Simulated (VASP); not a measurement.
# A slab model of Pt(110)

Wanted: what it costs to take an electron out of Pt(110), held as cut.

Main program and level: VASP 6.6.1; LDA; plane waves and PAW (Pt).

**1. The structure**

The cell holds 7 atoms: 7 Pt. Cell: a = 3.920 Å, b = 2.772 Å, c = 26.316 Å, α = 90.0°, β = 90.0°, γ = 90.0°. Vacuum lies along c.

Coordinates:

```cif
data_structure
_symmetry_space_group_name_H-M 'P 1'
_symmetry_Int_Tables_number 1
_cell_length_a 3.9200
_cell_length_b 2.7719
_cell_length_c 26.3156
_cell_angle_alpha 90.000
_cell_angle_beta 90.000
_cell_angle_gamma 90.000
_cell_volume 285.94
loop_
_atom_site_label
_atom_site_type_symbol
_atom_site_fract_x
_atom_site_fract_y
_atom_site_fract_z
_atom_site_occupancy
Pt1 Pt 0.00000 0.00000 0.34200 1
Pt2 Pt 0.50000 0.50000 0.39467 1
Pt3 Pt 0.00000 0.00000 0.44733 1
Pt4 Pt 0.50000 0.50000 0.50000 1
Pt5 Pt 0.00000 0.00000 0.55267 1
Pt6 Pt 0.50000 0.50000 0.60533 1
Pt7 Pt 0.00000 0.00000 0.65800 1
```

**2. Vacuum level and density of states**

A static run writes the electrostatic potential without exchange and correlation (LVHAR), which is flat in the vacuum and gives the level to count from. The dipole correction cancels the field that unlike faces would set up across the vacuum.

INCAR reads:

```
SYSTEM = Pt
PREC = Normal
ENCUT = 300
EDIFF = 1E-06
NELM = 120
ISMEAR = -1
SIGMA = 0.1
LREAL = .FALSE.
ALGO = Fast
GGA = CA
NBANDS = 54
LORBIT = 11
LWAVE = .FALSE.
LCHARG = .TRUE.
IDIPOL = 3
LDIPOL = .TRUE.
DIPOL = 0.5 0.5 0.5
LVHAR = .TRUE.
LVACPOTAV = .TRUE.
LELF = .TRUE.
NEDOS = 1500
```

POSCAR reads:

```
Pt
1.0
    3.9200000000      0.0000000000      0.0000000000
    0.0000000000      2.7718585823      0.0000000000
    0.0000000000      0.0000000000     26.3155757468
Pt
7
Direct
    0.0000000000      0.0000000000      0.3420027776
    0.5000000000      0.5000000000      0.3946685184
    0.0000000000      0.0000000000      0.4473342592
    0.5000000000      0.5000000000      0.5000000000
    0.0000000000      0.0000000000      0.5526657408
    0.5000000000      0.5000000000      0.6053314816
    0.0000000000      0.0000000000      0.6579972224
```

KPOINTS reads:

```
Automatic mesh
0
Gamma
11 15 1
0 0 0
```

KPOINTS_OPT reads:

```
Line mode
14
Line-mode
Reciprocal
  0.00000000   0.00000000   0.00000000 GAMMA
 -0.50000000   0.00000000   0.00000000 X

 -0.50000000   0.00000000   0.00000000 X
 -0.50000000  -0.50000000   0.00000000 S

 -0.50000000  -0.50000000   0.00000000 S
  0.00000000  -0.50000000   0.00000000 Y

  0.00000000  -0.50000000   0.00000000 Y
  0.00000000   0.00000000   0.00000000 GAMMA

  0.00000000   0.00000000   0.00000000 GAMMA
 -0.50000000  -0.50000000   0.00000000 S
```

Potentials, in the order of the species: Pt (LDA family, release 64).

Command:

```bash
$ mpirun -np 2 vasp_std
```

Log:

```text
[banner, memory and clock lines left out]
running    2 mpi-ranks, on    1 nodes
 distrk:  each k-point on    2 cores,    1 groups
 distr:  one band on    1 cores,    2 groups

 POSCAR found type information on POSCAR Pt
 POSCAR found :  1 types and       7 ions
 LDA part: xc-table for (Slater(with rela. corr.)+CA(PZ))
 , standard interpolation
 POSCAR, INCAR and KPOINTS ok, starting setup
 FFT: planning ... GRIDC
 FFT: planning ... GRID_SOFT
 FFT: planning ... GRID
 WAVECAR not read
 entering main loop
       N       E                     dE             d eps       ncg     rms          rms(c)
DAV:   1     0.324754849501E+03    0.32475E+03   -0.23161E+04  5288   0.717E+02
DAV:   2    -0.360914288962E+02   -0.36085E+03   -0.33359E+03  6318   0.199E+02
DAV:   3    -0.519517953919E+02   -0.15860E+02   -0.15242E+02  5958   0.406E+01
DAV:   4    -0.522129377288E+02   -0.26114E+00   -0.26082E+00  6188   0.553E+00
DAV:   5    -0.522185257040E+02   -0.55880E-02   -0.55872E-02  6040   0.791E-01    0.300E+01
RMM:   6    -0.527074144919E+02   -0.48889E+00   -0.71917E+00  5777   0.107E+01    0.272E+01
RMM:   7    -0.561794718047E+02   -0.34721E+01   -0.87689E+00  6189   0.956E+00    0.222E+01
RMM:   8    -0.534138421516E+02    0.27656E+01   -0.55347E+00  5536   0.817E+00    0.158E+01
RMM:   9    -0.495870830793E+02    0.38268E+01   -0.28104E+00  5348   0.594E+00    0.594E+00
RMM:  10    -0.493370667239E+02    0.25002E+00   -0.12435E+00  5526   0.368E+00    0.510E+00
RMM:  11    -0.491769401910E+02    0.16013E+00   -0.27802E-01  5597   0.188E+00    0.283E+00
RMM:  12    -0.491802817988E+02   -0.33416E-02   -0.86037E-02  5355   0.102E+00    0.212E+00
RMM:  13    -0.491380665377E+02    0.42215E-01   -0.23335E-02  5703   0.563E-01    0.589E-01
RMM:  14    -0.491356958673E+02    0.23707E-02   -0.52792E-03  5916   0.229E-01    0.511E-01
RMM:  15    -0.491340346077E+02    0.16613E-02   -0.72310E-04  6004   0.820E-02    0.277E-01
RMM:  16    -0.491333275048E+02    0.70710E-03   -0.63454E-04  6083   0.698E-02    0.589E-02
RMM:  17    -0.491334167327E+02   -0.89228E-04   -0.66999E-05  6047   0.295E-02    0.721E-02
RMM:  18    -0.491334441942E+02   -0.27462E-04   -0.61357E-05  6213   0.229E-02    0.263E-02
RMM:  19    -0.491335136119E+02   -0.69418E-04   -0.12219E-05  5756   0.962E-03    0.229E-02
RMM:  20    -0.491335607262E+02   -0.47114E-04   -0.65351E-06  5382   0.719E-03    0.932E-03
RMM:  21    -0.491335866618E+02   -0.25936E-04   -0.26483E-06  4988   0.527E-03    0.106E-02
RMM:  22    -0.491336009200E+02   -0.14258E-04   -0.14901E-06  4823   0.285E-03    0.414E-03
RMM:  23    -0.491336057724E+02   -0.48524E-05   -0.32114E-07  4232   0.149E-03    0.122E-03
RMM:  24    -0.491336084665E+02   -0.26942E-05   -0.13313E-07  3532   0.108E-03    0.185E-03
RMM:  25    -0.491336094884E+02   -0.10218E-05   -0.66573E-08  3492   0.993E-04    0.737E-04
RMM:  26    -0.491336099939E+02   -0.50552E-06   -0.21809E-08  2852   0.737E-04
|                                                                             |
|           W    W    AA    RRRRR   N    N  II  N    N   GGGG   !!!           |
|           W    W   A  A   R    R  NN   N  II  NN   N  G    G  !!!           |
|           W    W  A    A  R    R  N N  N  II  N N  N  G       !!!           |
|           W WW W  AAAAAA  RRRRR   N  N N  II  N  N N  G  GGG   !            |
|           WW  WW  A    A  R   R   N   NN  II  N   NN  G    G                |
|           W    W  A    A  R    R  N    N  II  N    N   GGGG   !!!           |
|                                                                             |
|     Did not find any points to average over, which means that no vacuum     |
|     field-free region was found. Please increase the size of  your cell     |
|     in the dimension of the dipole correction to obtain accurate            |
|     workfunction values.                                                    |
|                                                                             |

   1 F= -.49133610E+02 E0= -.48920848E+02  d E =-.425523E+00
 Start KPOINTS_OPT (optional k-point list driver)
k-point batch [1-48\70]
       N       E                     dE             ncg
DAV:   1     0.878612093108E+04   -0.64099E+05     5368
DAV:   2    -0.825117306918E+04   -0.17037E+05     6430
DAV:   3    -0.896893795755E+04   -0.71776E+03     5960
DAV:   4    -0.898104559379E+04   -0.12108E+02     6308
DAV:   5    -0.898130892146E+04   -0.26333E+00     6022
DAV:   6    -0.898131956931E+04   -0.10648E-01     6506
DAV:   7    -0.898131999280E+04   -0.42349E-03     5788
DAV:   8    -0.898132001349E+04   -0.20688E-04     5310
DAV:   9    -0.898132001444E+04   -0.95007E-06     3686
k-point batch [49-70\70]
       N       E                     dE             ncg
DAV:   1     0.590640318806E+05   -0.15514E+05     2424
DAV:   2     0.509664650961E+05   -0.80976E+04     2824
DAV:   3     0.506452919194E+05   -0.32117E+03     2722
DAV:   4     0.506400783424E+05   -0.52136E+01     2968
DAV:   5     0.506399759246E+05   -0.10242E+00     2762
DAV:   6     0.506399719707E+05   -0.39539E-02     3022
DAV:   7     0.506399718168E+05   -0.15381E-03     2652
DAV:   8     0.506399718098E+05   -0.70053E-05     2342
DAV:   9     0.506399718095E+05   -0.31028E-06     1560
```

Elapsed: 4.1 min, on 2 MPI ranks of AMD EPYC 7R43, shared host; peak memory 0.55 GiB; 8.2 min of CPU time.

Lines that name or quote the potential files are left out of all logs, and their timing lines are given in words.

From OUTCAR (step 2):

```text
ion  position               nearest neighbor table
   1  0.000  0.000  0.342-   2 2.77   2 2.77   2 2.77   2 2.77   3 2.77
   2  0.500  0.500  0.395-   3 2.77   3 2.77   3 2.77   3 2.77   1 2.77   1 2.77   1 2.77   1 2.77
                             4 2.77
   3  0.000  0.000  0.447-   2 2.77   2 2.77   2 2.77   2 2.77   4 2.77   4 2.77   4 2.77   4 2.77
                             1 2.77   5 2.77
   4  0.500  0.500  0.500-   3 2.77   5 2.77   3 2.77   5 2.77   3 2.77   5 2.77   3 2.77   5 2.77
                             2 2.77   6 2.77
   5  0.000  0.000  0.553-   6 2.77   6 2.77   6 2.77   6 2.77   4 2.77   4 2.77   4 2.77   4 2.77
                             7 2.77   3 2.77
   6  0.500  0.500  0.605-   5 2.77   5 2.77   5 2.77   5 2.77   7 2.77   7 2.77   7 2.77   7 2.77
                             4 2.77
   7  0.000  0.000  0.658-   6 2.77   6 2.77   6 2.77   6 2.77   5 2.77

  LATTYP: Found a simple orthorhombic cell.
 ALAT       =     2.7718585823
 B/A-ratio  =     1.4142135623
 C/A-ratio  =     9.4938377863

 Subroutine GETGRP returns: Found  8 space group operations
 (whereof  8 operations were pure point group operations)

The static configuration has the point symmetry D_2h.

 Found     48 irreducible k-points:

   k-points           NKPTS =     48   k-points in BZ     NKDIM =     48   number of bands    NBANDS=     54

   dimension x,y,z NGX =    18 NGY =   12 NGZ =  112
   dimension x,y,z NGXF=    36 NGYF=   24 NGZF=  224

   ENCUT  =  300.0 eV  22.05 Ry    4.70 a.u.   5.54  3.91 37.16*2*pi/ulx,y,z

   NELECT =      70.0000    total number of electrons

 k-points in reciprocal lattice and weights: Automatic mesh
   0.00000000  0.00000000  0.00000000       0.006
   0.09090909  0.00000000  0.00000000       0.012
   0.18181818  0.00000000  0.00000000       0.012
   0.27272727  0.00000000  0.00000000       0.012
   0.36363636  0.00000000  0.00000000       0.012
   0.45454545  0.00000000  0.00000000       0.012
   0.00000000  0.06666667  0.00000000       0.012
   0.09090909  0.06666667  0.00000000       0.024
   0.18181818  0.06666667  0.00000000       0.024
[...]
0.36363636  0.46666667  0.00000000       0.024
   0.45454545  0.46666667  0.00000000       0.024

 dipolmoment           0.000000      0.000000     -0.000000 electrons x Angstroem

 average (electrostatic) potential at core
       1 -72.7810       2 -73.5353       3 -73.7331       4 -73.6015       5 -73.7331
       6 -73.5353       7 -72.7810

 E-fermi :   0.5187

 k-point     1 :       0.0000    0.0000    0.0000
  band No.  band energies     occupation
    ...
     32      -0.2024      1.99852
     33       0.0477      1.98216
     34       0.0489      1.98195
     35       0.4055      1.51249
     36       0.4756      1.21239
     37       0.7001      0.28037
     38       0.7002      0.28019
     39       0.9630      0.02326
     40       2.3590      0.00000
     41       3.6153      0.00000
    ...

 k-point     2 :       0.0909    0.0000    0.0000
  band No.  band energies     occupation
    ...
     32      -0.1787      1.99813
     33      -0.1043      1.99607
     34       0.2563      1.86479
     35       0.2815      1.82945
     36       0.4274      1.42752
     37       0.7023      0.27514
     38       0.7446      0.18932
     39       0.8899      0.04770
     40       2.3534      0.00000
     41       3.0583      0.00000
    ...

 k-point     3 :       0.1818    0.0000    0.0000
  band No.  band energies     occupation
    ...
     32      -0.2314      1.99890
     33      -0.1248      1.99680
     34      -0.0205      1.99094
     35       0.3796      1.60173
     36       0.4691      1.24328
     37       0.7126      0.25171
     38       0.7245      0.22655
     39       0.7838      0.13192
     40       1.8467      0.00000
     41       2.4370      0.00000
    ...

  Total       -8.7897377    -11.7569014     -6.0870984     -0.0000000      0.0000000      0.0000000
  in kB      -49.2511625    -65.8769443    -34.1075791     -0.0000000      0.0000000      0.0000000
  external PRESSURE =     -49.7452286 kB  Pullay stress =       0.0000000 kB

  energy-cutoff  :      300.00
  volume of cell :      285.94
      direct lattice vectors                 reciprocal lattice vectors
     3.920000000  0.000000000  0.000000000     0.255102041  0.000000000  0.000000000
     0.000000000  2.771858582  0.000000000     0.000000000  0.360768766  0.000000000
     0.000000000  0.000000000 26.315575747     0.000000000  0.000000000  0.038000309

 POSITION                                       TOTAL-FORCE (eV/Angst)
 -----------------------------------------------------------------------------------
      0.00000      0.00000      9.00000         0.000000     -0.000000      1.320334
      1.96000      1.38593     10.38593         0.000000     -0.000000     -0.961412
      0.00000      0.00000     11.77186        -0.000000      0.000000     -0.024401
      1.96000      1.38593     13.15779         0.000000     -0.000000      0.000000
      0.00000      0.00000     14.54372        -0.000000     -0.000000      0.024401
      1.96000      1.38593     15.92965         0.000000     -0.000000      0.961412
      0.00000      0.00000     17.31558         0.000000     -0.000000     -1.320334
 -----------------------------------------------------------------------------------
    total drift:                                0.000000      0.000000      0.000000

  FREE ENERGIE OF THE ION-ELECTRON SYSTEM (eV)
  ---------------------------------------------------
  free  energy   TOTEN  =       -49.1336099939 eV

  energy  without entropy=      -48.7080867423  energy(sigma->0) =      -48.92084837

 vacuum level on the upper side and lower side of the slab         6.135         6.135

 total charge
# of ion       s       p       d       tot
------------------------------------------
    1        0.609   0.356   8.057   9.022
    2        0.634   0.572   8.001   9.207
    3        0.640   0.612   8.023   9.275
    4        0.641   0.606   8.055   9.301
    5        0.640   0.612   8.023   9.275
    6        0.634   0.572   8.001   9.207
    7        0.609   0.356   8.057   9.022
--------------------------------------------------
tot          4.407   3.684  56.217  64.308

[... 3 further parts left out ...]
```

This step gave:

- electronic cycles: 26
- electrons: 70
- free energy (TOTEN): -49.13 eV
- energy at zero smearing: -48.92 eV
- Fermi energy: 0.5187 eV
- labelled metallic, from the levels on this mesh: yes
- DOS at the Fermi level: 13.41 states/eV/cell
- dipole moment: 0, 0, 0 e·Å
- vacuum levels: 6.135, 6.135 eV
- work functions of the upper and lower face: 5.616, 5.616 eV

The electronic bands at the labelled points (eV, zero at the Fermi level; # counts the bands kept):

```csv
point,#33,#34,#35,#36,#37,#38,#39,#40
Γ,-0.47,-0.47,-0.11,-0.04,0.18,0.18,0.44,1.84
0.54 of the way,-0.60,-0.49,-0.10,0.00,0.16,0.22,0.23,0.27
X,-0.33,-0.28,-0.23,-0.03,0.02,0.06,0.12,0.18
0.54 of the way,-0.74,-0.53,-0.30,0.10,0.40,1.19,1.69,2.21
S,0.13,0.29,0.30,0.88,1.13,3.28,3.56,5.53
0.54 of the way,0.21,0.29,0.30,1.81,1.93,2.53,2.84,3.72
Y,0.29,0.30,0.40,1.93,1.97,2.09,2.37,2.37
0.46 of the way,-0.63,-0.42,-0.19,0.01,0.27,0.43,0.85,2.94
Γ,-0.47,-0.47,-0.11,-0.04,0.18,0.18,0.44,1.84
0.46 of the way,-0.55,-0.34,-0.03,-0.03,0.03,0.27,1.49,3.17
S,0.13,0.29,0.30,0.88,1.13,3.28,3.56,5.53
```

(Part 1 of 2 ends here.)

[Lines on the potential files, build, host, timing and source positions are cut from VASP's logs without a mark.]

[Logs are printed without paths, hosts, clocks, repeated set-up lines and the standing remarks that a program may print on its own settings, such as how far it seeks lower states.]

[Hosts, paths, dates, database ids (printed as entryN), source tags and the programs' standing remarks are cut or masked in the printed files.]

[In band tables of VASP the shares of atoms and orbitals are scaled to a sum of 1 inside the atoms' spheres.]

[Runs that stopped without an error message from VASP are left out.]
